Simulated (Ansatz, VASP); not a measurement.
# Rh (Rhodium): VASP beside Ansatz

Wanted: the spread between two codes on one cell, functional and k mesh. The cell is taken from a series of runs on this material, whose earlier steps may have relaxed, scaled, displaced or heated it; both programs get it as it stands.

Calculated with Ansatz 0.2.0; plane waves, with VASP 6.6.1 beside it; relaxation of cell and atoms at PBE.

### 1. Starting point

The structure is cubic, space group Fm-3m (No. 225). The conventional cell has a = 3.836 Å, b = 3.836 Å, c = 3.836 Å, α = 90.00°, β = 90.00°, γ = 90.00°. Nearest to Rh lie 12 Rh at 2.71 Å.

### 2. Ansatz: relaxation of cell and atoms, PBE

Ansatz runs on its default PAW (the set named soft_2) files.

The relaxed volume is the usual yardstick between codes: in a stiff, nearly cubic crystal its relative difference is about their pressure difference at one cell divided by the bulk modulus.

File input.yaml:

```yaml
crystal:
  lattice:
    - [0.0, 1.9178870363, 1.9178870363]
    - [1.9178870363, 0.0, 1.9178870363]
    - [1.9178870363, 1.9178870363, 0.0]
  atoms:
    - { symbol: Rh, position: [0.0, 0.0, 0.0] }
kpoints:
  mp_grid: { grid: [14, 14, 14] }
hamiltonian:
  xc: pbe
scf:
  occupations: { method: gaussian, width: 0.1 }
output:
  forces: true
  stress: true
  eigenvalues: true
relax:
  adjacent_minimum: "off"
  f_tol: 0.005
  max_steps: 80
  cell: { stress_tol: 0.05 }
```

Command:

```sh
ansatz run input.yaml --threads 4 --pin off --max-ram 10240MiB --backend cpu --events-out ev --progress --plain --runs-dir out
```

Numbers of over 12 decimals in the logs are rounded to 6 here.

The program printed:

```text
Engine: ansatz 0.2.0, x86_64-unknown-linux-gnu
Pseudopotentials: kind: paw
Pseudopotential: Rh, paw, valence charge 17, recommended cutoff 420 eV (normal), Rh.paw.azcp
Functional definition: PBE
  parameter kappa = 0.804
  parameter beta = 0.066725
  exchange = pbe_x(kappa = kappa, mu = beta*pi^2/3)
  correlation = pbe_c(beta = beta)
Crystal: 1 atoms, lattice volume = 14.109 Å³
Basis set: ecut = 420 eV, 283 PW (Γ), exchange–correlation on 40×40×40 points (8 copies of the dense FFT grid, shifted against one another)
Bands: 13, of which v1, the nominal top of the filled ones, is band 9 counted from 1 (8 counted from 0)
Symmetry: 48 space group operations
Space group: Fm-3m (ITA 225), of the structure as read, at distance tolerance 2.4e-5 Å
k-points: 104 of 2744
Non-local potential: Rh, projectors of the file, l = 0: 3, l = 1: 2, l = 2: 2, l = 3: 1
PAW form: soft (Blöchl's): semilocal exchange-correlation on the pseudo side does not see the compensation charge
PAW one-centre angular grid: Rh, 590 points (default); XC on 64 Gauss nodes
Initial density: superposition of atomic densities (neutral atoms: chi_scale 0, normalization atom), corrected by the library's trained network
Initial wavefunctions: pseudopotential atomic-orbital guess
Functional: x = pbe(κ = 0.804, μ = 0.219515), c = pbe(β = 0.066725)
SCF iter   1: F=—  HF=-6402.892204 eV  |F-HF|=—  |Δ(HF+E_count)|=         —  Δρ=3.20e-3  dr2=6.87e-4  ethr=1.77e-3  ⟨swp⟩=4.9  Hψ=7504  notcnv=0
preconditioner: auto → none  [metal: Δε(μ)=0.034 eV  Ē_g=13.747 eV  σ=0.100 eV  W_gap=0.19  n_scr=0 (ndim 8)  ℏωp=29.7 eV  f_vac=0.000  D(μ)=1.34/eV (n_scr^D=14)]
SCF iter   2: F=—  HF=-6402.892176 eV  |F-HF|=—  |Δ(HF+E_count)|=   2.79e-5  Δρ=1.61e-3  dr2=1.17e-4  ethr=4.04e-6  ⟨swp⟩=2.3  Hψ=2786  notcnv=0
SCF iter   3: F=—  HF=-6402.892166 eV  |F-HF|=—  |Δ(HF+E_count)|=   1.02e-5  Δρ=8.66e-4  dr2=1.81e-5  ethr=6.89e-7  ⟨swp⟩=2.5  Hψ=2028  notcnv=0
SCF iter   4: F=—  HF=-6402.892178 eV  |F-HF|=—  |Δ(HF+E_count)|=   1.22e-5  Δρ=1.68e-4  dr2=8.61e-7  ethr=1.07e-7  ⟨swp⟩=2.3  Hψ=2041  notcnv=0
iter 5 did not close the SCF: its close was put off for the readings that it lacked (scf_convergence_deferred on its scf_iter line)
SCF iter   5: F=-6402.892179 eV  HF=-6402.892179 eV  |F-HF|=4.41e-9  |Δ(HF+E_count)|=   8.85e-7  Δρ=2.16e-5  dr2=2.37e-8  ethr=5.07e-9  ⟨swp⟩=2.1  Hψ=2093  notcnv=0
SCF iter   6: F=-6402.892179 eV  HF=-6402.892179 eV  |F-HF|=3.64e-12  |Δ(HF+E_count)|=   1.00e-8  Δρ=7.13e-7  dr2=1.87e-11  ethr=1.40e-10  ⟨swp⟩=2.8  Hψ=4872  notcnv=0
SCF 1 converged in 6 iterations: F = -6402.892179 eV  dr2 = 1.87e-11
  greatest PAW one-centre occupation: 1.000 electrons in one spin orbital (limit 2), on the Rh atom at site 0 (counted from 0), in its partial waves of l = 0
relax step   1: F+E_penalty+E_count = -6402.89217913 eV  Δ(F+E_penalty+E_count) = +0.000e0 eV  max|allowed force component| = 0.000e0 eV/Å  Δτ_max = 0.0000 Å  P = -1.086 GPa  Ω = 14.109 Å³  (6 SCF iters, dr2 threshold 1.00e-7 eV, accepted)
[...]
relax step   2: F+E_penalty+E_count = -6402.89230694 eV  Δ(F+E_penalty+E_count) = -1.278e-4 eV  max|allowed force component| = 0.000e0 eV/Å  Δτ_max = 0.0000 Å  P = +0.954 GPa  Ω = 13.997 Å³  energy of the carried Pulay correction = +7.563e-5 eV  (4 SCF iters, dr2 threshold 1.00e-7 eV, accepted)
[...]
relax step   3: F+E_penalty+E_count = -6402.89242516 eV  Δ(F+E_penalty+E_count) = -1.182e-4 eV  max|allowed force component| = 0.000e0 eV/Å  Δτ_max = 0.0000 Å  P = -0.009 GPa  Ω = 14.049 Å³  energy of the carried Pulay correction = +4.034e-5 eV  (4 SCF iters, dr2 threshold 1.00e-7 eV, accepted)
[...]
relax step   4: F+E_penalty+E_count = -6402.89238421 eV  Δ(F+E_penalty+E_count) = +4.095e-5 eV  max|allowed force component| = 0.000e0 eV/Å  Δτ_max = 0.0000 Å  P = -0.008 GPa  Ω = 14.049 Å³  stress off target by 7.50e-3 GPa  SCF on the basis re-selected at this cell (its energy is not comparable with the rows above)  (4 SCF iters)
basis re-selected at this cell: Δ(F+E_penalty+E_count) = +4.095e-5 eV, ΔP = +0.001 GPa vs the last step (what re-selecting the basis moved, of the pressure what is left beyond the Pulay correction that the steps carried, after the strain that the cell walked since its last selection, with what the two solves' SCF thresholds leave and, on support functions, any second-order correction that the steps lacked; it is no measure of the basis error at this ecutwfc). This SCF's stress stands 7.50e-3 GPa from its target on what of the cell is left free (relax.cell.stress_tol is 5.00e-2 GPa) and its largest allowed force component is 0.00e0 eV/Å (relax.f_tol is 5.00e-3 eV/Å): [rest of the remark cut]
SCF converged after 4 iterations
Free energy (F): -6402.892384 eV
Harris-Foulkes:  -6402.892384 eV  (|F-HF|=0.00e0)
Internal energy: -6402.885632 eV  (E = F + TS)
E sigma→0 (E₀):  -6402.889008 eV
Entropy (-TS):   -0.006753 eV (-6.753 meV/atom)
Fermi energy:    21.762596 eV
--- Per-component energies (eV) ---
  E_band       = -94.103940
  E_kinetic    = 572.889070
  E_local      = -1590.040048  (includes V_loc(G=0)·N_el)
  E_nonlocal   = 354.601957
  E_hartree    = 558.952185
  E_xc         = -221.766486
  E_vxc        = -278.388612  (∫ρ·V_xc dr)
  E_paw        = -3586.893406  (= ΣΔE_a)
  E_vpaw       = -271.071588  (= ΣTr[D̂ρ^β])
  E_aug_tail   = 0.000885  (compensation charges beyond the density's cutoff)
  E_ewald      = -2490.629790
  E_smearing   = -0.006753  (= −TS)
  E_closure    = 0.000000  (closes the sum)
  Σ components = -6402.892384   (vs F -6402.892384, Δ=0.00e0)
--- Forces (eV/Å), atoms counted from 1 ---
  atom   1  Rh    -0.00000000     0.00000000    -0.00000000
  max |Σ_I F_I| component: 1.54e-32 eV/Å
--- Stress (GPa, compression-positive) ---
       -0.007501      -0.000000      -0.000000
       -0.000000      -0.007501       0.000000
       -0.000000       0.000000      -0.007501
  P = ⅓ Tr σ = -0.0075 GPa (-0.075 kbar)
--- Band table (eV; the first three rows and the last of 104) ---
  k-point 0: bands = [... 5 lower, 18.8079, 18.8079, 18.8079, 20.8244, 20.8244, 37.6010, 42.8204, 42.8204]
  k-point 1: bands = [... 5 lower, 18.7221, 18.8850, 18.8850, 20.7829, 20.7829, 37.8791, 41.8077, 43.1067]
  k-point 2: bands = [... 5 lower, 18.5377, 19.0635, 19.0635, 20.7216, 20.7216, 38.5426, 39.8944, 43.9179]
  k-point 103: bands = [... 5 lower, 17.5664, 18.7123, 20.7367, 22.7431, 30.2689, 32.1575, 32.8496, 34.2461]
--- Relaxed structure (3 steps of the walk, 3 accepted, 1 SCFs on fresh bases) ---
  F+E_penalty+E_count = -6402.89238421 eV   max|allowed force component| = 0.000e0 eV/Å   (the final SCF, on the basis selected at the relaxed cell)
  cell:  # Å, volume = 14.0492 Å³
    - [0, 1.915167, 1.915167]
    - [1.915167, 0, 1.915167]
    - [1.915167, 1.915167, 0]
  atoms:
    - { symbol: Rh, position: [0.0, 0.0, 0.0] }
```

Reading the cycles: dr2 is the Hartree energy of the density residual (eV), the measure of convergence; HF is the Harris–Foulkes estimate of the energy, which meets the free energy F at convergence.

### 3. VASP: relaxation of cell and atoms, PBE

The same cell, functional, mesh and smearing now go to VASP, with its own data sets.

Lines of VASP's logs that name or quote its potential files are left out, and so is its time.

File INCAR:

```
SYSTEM = Rh
PREC = Accurate
ENCUT = 500
EDIFF = 1E-07
NELM = 120
ISMEAR = 0
SIGMA = 0.1
LREAL = .FALSE.
ALGO = Normal
GGA = PE
NBANDS = 13
LASPH = .TRUE.
LORBIT = 11
LWAVE = .FALSE.
LCHARG = .FALSE.
ISIF = 3
IBRION = 2
NSW = 80
EDIFFG = -0.005
GGA_COMPAT = .FALSE.
NELMIN = 4
```

File POSCAR:

```
Rh
1.0
    0.0000000000      1.9178870000      1.9178870000
    1.9178870000      0.0000000000      1.9178870000
    1.9178870000      1.9178870000      0.0000000000
Rh
1
Direct
    0.0000000000      0.0000000000      0.0000000000
```

File KPOINTS:

```
Automatic mesh
0
Gamma
14 14 14
0 0 0
```

Potentials, in the order of the species: Rh_pv (PBE family, release 64).

Command:

```sh
mpirun -np 1 vasp_std
```

The program printed:

```text
[banner, memory and clock lines left out]
running    1 mpi-ranks, on    1 nodes
 distrk:  each k-point on    1 cores,    1 groups
 distr:  one band on    1 cores,    1 groups

 POSCAR found type information on POSCAR Rh
 POSCAR found :  1 types and       1 ions
 LDA part: xc-table for (Slater+PW92), standard interpolation
 POSCAR, INCAR and KPOINTS ok, starting setup
 FFT: planning ... GRIDC
 FFT: planning ... GRID_SOFT
 FFT: planning ... GRID
 WAVECAR not read
 entering main loop
       N       E                     dE             d eps       ncg     rms          rms(c)
DAV:   1     0.117118047082E+03    0.11712E+03   -0.87693E+03  2722   0.119E+03
DAV:   2    -0.626504069795E+01   -0.12338E+03   -0.11818E+03  2869   0.351E+02
DAV:   3    -0.775265778318E+01   -0.14876E+01   -0.14843E+01  3259   0.430E+01
DAV:   4    -0.775987317399E+01   -0.72154E-02   -0.72148E-02  3064   0.306E+00
DAV:   5    -0.775996476857E+01   -0.91595E-04   -0.91578E-04  3322   0.316E-01    0.950E+00
DAV:   6    -0.727535826144E+01    0.48461E+00   -0.85668E-01  3009   0.135E+01    0.334E+00
DAV:   7    -0.726493965004E+01    0.10419E-01   -0.59055E-02  3374   0.194E+00    0.152E+00
DAV:   8    -0.726198505405E+01    0.29546E-02   -0.60918E-03  2944   0.109E+00    0.111E-01
DAV:   9    -0.726177308302E+01    0.21197E-03   -0.44845E-04  3389   0.308E-01    0.120E-02
DAV:  10    -0.726177697688E+01   -0.38939E-05   -0.12519E-05  3148   0.439E-02    0.876E-03
DAV:  11    -0.726177547177E+01    0.15051E-05   -0.18385E-06  3199   0.180E-02    0.390E-04
DAV:  12    -0.726177543067E+01    0.41104E-07   -0.12771E-08  2402   0.166E-03
   1 F= -.72617754E+01 E0= -.72584037E+01  d E =-.726178E+01
 curvature:   0.00 expect dE= 0.000E+00 dE for cont linesearch  0.000E+00
 trial: gam= 0.00000 g(F)=  0.727E-62 g(S)=  0.110E-02 ort = 0.000E+00 (trialstep = 0.100E+01)
 search vector abs. value=  0.110E-02
 bond charge predicted
       N       E                     dE             d eps       ncg     rms          rms(c)
DAV:   1    -0.731154719399E+01   -0.49772E-01   -0.63274E-01  2824   0.119E+01    0.161E+00
DAV:   2    -0.726111251618E+01    0.50435E-01   -0.10379E-01  2749   0.452E+00    0.252E-01
DAV:   3    -0.726093272293E+01    0.17979E-03   -0.10386E-03  3139   0.384E-01    0.154E-01
DAV:   4    -0.726111219238E+01   -0.17947E-03   -0.39694E-04  2829   0.247E-01    0.159E-02
DAV:   5    -0.726110650051E+01    0.56919E-05   -0.91370E-06  3354   0.421E-02    0.745E-03
DAV:   6    -0.726110186157E+01    0.46389E-05   -0.70093E-07  2924   0.110E-02    0.789E-04
DAV:   7    -0.726110196204E+01   -0.10047E-06   -0.32770E-08  1897   0.271E-03    0.289E-04
DAV:   8    -0.726110205463E+01   -0.92592E-07   -0.16124E-09  1567   0.581E-04
   2 F= -.72611021E+01 E0= -.72577588E+01  d E =0.673376E-03
 trial-energy change:    0.000673  1 .order    0.000696   -0.001096    0.002488
 step:   0.3139(harm=  0.3057)  dis= 0.00000  next Energy=    -7.261948 (dE=-0.173E-03)
 bond charge predicted
       N       E                     dE             d eps       ncg     rms          rms(c)
DAV:   1    -0.728556207398E+01   -0.24460E-01   -0.30221E-01  2784   0.824E+00    0.106E+00
DAV:   2    -0.726202502855E+01    0.23537E-01   -0.48973E-02  2774   0.308E+00    0.197E-01
DAV:   3    -0.726190639140E+01    0.11864E-03   -0.52125E-04  3054   0.271E-01    0.115E-01
DAV:   4    -0.726194921875E+01   -0.42827E-04   -0.17672E-04  2869   0.167E-01    0.101E-02
DAV:   5    -0.726194949284E+01   -0.27410E-06   -0.60818E-06  3329   0.348E-02    0.523E-03
DAV:   6    -0.726195045528E+01   -0.96243E-06   -0.31238E-07  2849   0.749E-03    0.680E-04
DAV:   7    -0.726195036025E+01    0.95028E-07   -0.39068E-09  1672   0.891E-04
   3 F= -.72619504E+01 E0= -.72585874E+01  d E =-.174930E-03
 curvature:  -0.15 expect dE=-0.317E-08 dE for cont linesearch -0.317E-08
 trial: gam= 0.00000 g(F)=  0.516E-62 g(S)=  0.207E-07 ort =-0.476E-05 (trialstep = 0.863E+00)
 search vector abs. value=  0.208E-07
 reached required accuracy - stopping structural energy minimisation
```

Parts of OUTCAR (step 3):

```text
ion  position               nearest neighbor table
   1  0.000  0.000  0.000-

  LATTYP: Found a face centered cubic cell.
 ALAT       =     3.8357740000

 Subroutine GETGRP returns: Found 48 space group operations
 (whereof 48 operations were pure point group operations)

The static configuration has the point symmetry O_h .

 Found    104 irreducible k-points:

   k-points           NKPTS =    104   k-points in BZ     NKDIM =    104   number of bands    NBANDS=     13

   dimension x,y,z NGX =    20 NGY =   20 NGZ =   20
   dimension x,y,z NGXF=    40 NGYF=   40 NGZF=   40

   ENCUT  =  500.0 eV  36.75 Ry    6.06 a.u.   4.95  4.95  4.95*2*pi/ulx,y,z

   NELECT =      15.0000    total number of electrons

 k-points in reciprocal lattice and weights: Automatic mesh
   0.00000000  0.00000000  0.00000000       0.000
   0.07142857  0.00000000  0.00000000       0.003
   0.14285714  0.00000000  0.00000000       0.003
   0.21428571  0.00000000  0.00000000       0.003
   0.28571429  0.00000000  0.00000000       0.003
   0.35714286  0.00000000  0.00000000       0.003
   0.42857143  0.00000000  0.00000000       0.003
   0.50000000  0.00000000  0.00000000       0.001
   0.07142857  0.07142857  0.00000000       0.002
[...]
-0.28571429  0.42857143  0.21428571       0.009
  -0.28571429  0.50000000  0.21428571       0.004

 average (electrostatic) potential at core
       1 -71.1139

 E-fermi :  11.4881

 k-point     1 :       0.0000    0.0000    0.0000
  band No.  band energies     occupation
    ...
      5       8.5394      2.00000
      6       8.5394      2.00000
      7       8.5394      2.00000
      8      10.5540      2.00000
      9      10.5540      2.00000
     10      27.5156      0.00000
     11      32.1273      0.00000
     12      32.8510      0.00000
     13      32.8510      0.00000

 k-point     2 :       0.0714    0.0000    0.0000
  band No.  band energies     occupation
    ...
      5       8.4533      2.00000
      6       8.6162      2.00000
      7       8.6162      2.00000
      8      10.5125      2.00000
      9      10.5125      2.00000
     10      27.7972      0.00000
     11      31.7708      0.00000
     12      32.1304      0.00000
     13      33.1388      0.00000

 k-point     3 :       0.1429    0.0000    0.0000
  band No.  band energies     occupation
    ...
      5       8.2683      2.00000
      6       8.7941      2.00000
      7       8.7941      2.00000
      8      10.4505      2.00000
      9      10.4505      2.00000
     10      28.4615      0.00000
     11      29.7874      0.00000
     12      32.1284      0.00000
     13      33.9528      0.00000

  Total        0.0003784      0.0003784      0.0003784      0.0000000      0.0000000      0.0000000
  in kB        0.0431366      0.0431366      0.0431366      0.0000000      0.0000000      0.0000000
  external PRESSURE =       0.0431366 kB  Pullay stress =       0.0000000 kB

  energy-cutoff  :      500.00
  volume of cell :       14.05
      direct lattice vectors                 reciprocal lattice vectors
     0.000000000  1.915359745  1.915359745    -0.261047566  0.261047566  0.261047566
     1.915359745  0.000000000  1.915359745     0.261047566 -0.261047566  0.261047566
     1.915359745  1.915359745 -0.000000000     0.261047566  0.261047566 -0.261047566

 POSITION                                       TOTAL-FORCE (eV/Angst)
 -----------------------------------------------------------------------------------
      0.00000      0.00000     -0.00000         0.000000      0.000000      0.000000
 -----------------------------------------------------------------------------------
    total drift:                                0.000000      0.000000      0.000000

  FREE ENERGIE OF THE ION-ELECTRON SYSTEM (eV)
  ---------------------------------------------------
  free  energy   TOTEN  =        -7.2619503603 eV

  energy  without entropy=       -7.2552245116  energy(sigma->0) =       -7.25858744

 reached required accuracy - stopping structural energy minimisation

 total charge
# of ion       s       p       d       tot
------------------------------------------
    1        0.402   6.285   7.063  13.750

[... 3 further parts left out ...]
```

CONTCAR:

```
Rh
   1.00000000000000
     0.0000000000000000    1.9153597451580289    1.9153597451580289
     1.9153597451580289    0.0000000000000000    1.9153597451580289
     1.9153597451580289    1.9153597451580289   -0.0000000000000000
  Rh
     1
Direct
     0.0000000000000000    0.0000000000000000    0.0000000000000000
```

This run has no spin polarisation. Its electron count is odd, so without a moment it is a metal by construction.

### 4. Side by side

Known differences besides the potentials themselves: the data sets hold 17 valence electrons in Ansatz (on its default PAW (the set named soft_2) files) and 15 in VASP; the cutoff is 420 eV in Ansatz and 500 eV in VASP; Ansatz adds a Pulay correction to the stress that steers its cell, VASP none. Total energies have different zeros and are not compared.

Compared:

```
                                         quantity  Ansatz   VASP  difference
                                      volume (Å³)   14.05  14.05     -0.03 %
edge a after relaxation, in the typed setting (Å)   2.708  2.709     -0.01 %
```

### 5. Results

```yaml
difference_in_volume_relaxation_of_cell_and_atoms_pbe: -0.030 %
```

What this shows: The difference in volume is -0.030 % (relaxation of cell and atoms, PBE), within the 1.2 % picked in this series as the mark of a large difference, as far as the stopping tolerances let one tell. The data sets hold unlike numbers of valence electrons (17 in Ansatz and 15 in VASP), so part of the differences comes from the potentials. How closely two codes agree says nothing of how well the functional describes the real material.

[Lines on the potential files, build, host, timing and source positions are cut from VASP's logs without a mark.]

[Logs are printed without paths, hosts, clocks, repeated set-up lines and the standing remarks that a program may print on its own settings, such as how far it seeks lower states.]

[Hosts, paths, dates, database ids (printed as entryN), source tags and the programs' standing remarks are cut or masked in the printed files.]
